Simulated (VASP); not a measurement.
A VASP calculation is set up with these files.

KPOINTS:
```
Automatic mesh
0
Gamma
6 6 6
0 0 0
```

### POSCAR
```
TlI
1
    0.0000000000     3.9028840000     3.9028840000
    3.9028840000     0.0000000000     3.9028840000
    3.9028840000     3.9028840000     0.0000000000
I Tl
1 1
Direct
  0.2500000000   0.2500000000   0.2500000000
  0.0000000000   0.0000000000   0.0000000000
```

**INCAR**
```
ISMEAR=0
LWAVE=.FALSE.
LCHARG=.FALSE.
ALGO=Normal   # blocked Davidson
LASPH=.TRUE.   # aspherical one-centre terms
LMAXMIX=4
PREC=Accurate
NELM=100   # most electronic steps
SYSTEM=TlI
ISIF=2   # forces and stress, cell fixed
ENCUT=300   # plane-wave cut-off (eV)
EDIFF=1E-6   # SCF stop (eV)
LREAL=.FALSE.
SIGMA=0.136   # width (eV)
```

POTCAR, in this order: I Tl_d (LDA.64 set). Program: vasp_std.

Task: Translate this LDA calculation to Quantum ESPRESSO's pw.x.

Result: One equivalent input (not run):
```
&CONTROL
  calculation = 'scf'
  pseudo_dir = './pseudo'
  outdir = './out'
  tprnfor = .true.
  tstress = .true.
/
&SYSTEM
  ibrav = 0
  nat = 2
  ntyp = 2
  ecutwfc = 70
  occupations = 'smearing'
  smearing = 'gaussian'
  degauss = 0.009996
  input_dft = 'pz'
/
&ELECTRONS
  conv_thr = 7.3e-08
  electron_maxstep = 100
/
ATOMIC_SPECIES
  I 126.904 I.upf
  Tl 204.380 Tl.upf
CELL_PARAMETERS angstrom
     0.0000000    3.9028840    3.9028840
     3.9028840    0.0000000    3.9028840
     3.9028840    3.9028840    0.0000000
ATOMIC_POSITIONS crystal
  I    0.2500000  0.2500000  0.2500000
  Tl   0.0000000  0.0000000  0.0000000
K_POINTS automatic
  6 6 6 0 0 0
```
Limits of the translation: the potentials are each code's own (VASP's PAW set, PseudoDojo norm-conserving files in pw.x), so ENCUT and ecutwfc are chosen apart and not converted; conv_thr bounds pw.x's estimated SCF error, while EDIFF bounds the energy change between steps.

The structure was generated: TlI was put into an ordered model structure, which need not be its known phase. The cell was not relaxed at this level. The run is one of a series of settings (GGA removed, POTCAR I Tl_d (LDA.64 set) against the base run), some of them coarse on purpose.
